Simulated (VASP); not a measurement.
Given:

```xyz
6
Lattice="-1.8498 1.8498 4.6685 1.8498 -1.8498 4.6685 1.8498 1.8498 -4.6685" Properties=species:S:1:pos:R:3 pbc="T T T"
Ti     0.0000     1.8498     2.3343
Ti     0.0000     0.0000     0.0000
O      0.0000     1.8498     0.3917
O      0.0000     0.0000     7.3945
O      0.0000     0.0000     1.9425
O      0.0000     1.8498     4.2768
```

Calculation: PBEsol GGA, VASP's PBE PAW potentials (set 64) (plane waves; VASP). Numerical set-up: 520 eV cut-off, 8×8×8 Γ-centred mesh, Gaussian smearing of 0.050 eV, potentials Ti_sv O.

Task: The ions and cell shape at fixed volume are relaxed. Give the cell that the relaxation ends in.

Result: 
```xyz
6
Lattice="-1.8736 1.8736 4.5510 1.8736 -1.8736 4.5510 1.8736 1.8736 -4.5510" Properties=species:S:1:pos:R:3 pbc="T T T"
Ti     0.0000     1.8736     2.2755
Ti     0.0000     0.0000     0.0000
O      0.0000     1.8736     0.3262
O      0.0000     0.0000     7.1527
O      0.0000     0.0000     1.9493
O      0.0000     1.8736     4.2248
```
Space group I4_1/amd (141), at a tolerance of 0.03 Å.

Task: How much energy does the relaxation gain?

Result: The energy (σ→0) changes by -6.3 meV/atom, in 9 ionic steps.

| step | E(σ→0) (eV) | max force (eV/Å) | pressure (GPa) | volume (Å³) |
|---|---|---|---|---|
| 1 | -56.0207 | 0.372 | 15.72 | 63.90 |
| 2 | -56.0326 | 0.004 | 14.59 | 63.90 |
| 3 | -56.0328 | 0.041 | 14.69 | 63.90 |
| 4 | -56.0447 | 0.035 | 14.01 | 63.90 |
| 5 | -56.0579 | 0.026 | 11.89 | 63.90 |
| 6 | -56.0582 | 0.028 | 12.18 | 63.90 |
| 7 | -56.0582 | 0.027 | 12.13 | 63.90 |
| 8 | -56.0581 | 0.042 | 11.86 | 63.90 |
| 9 | -56.0583 | 0.000 | 12.02 | 63.90 |

The compound is TiO2 in the anatase structure, one of several forms; rutile is the usual stable one. This cell is one point of a volume scan, at 0.94 of the reference volume. Symmetry was kept, so distortions that lower it aren't found.
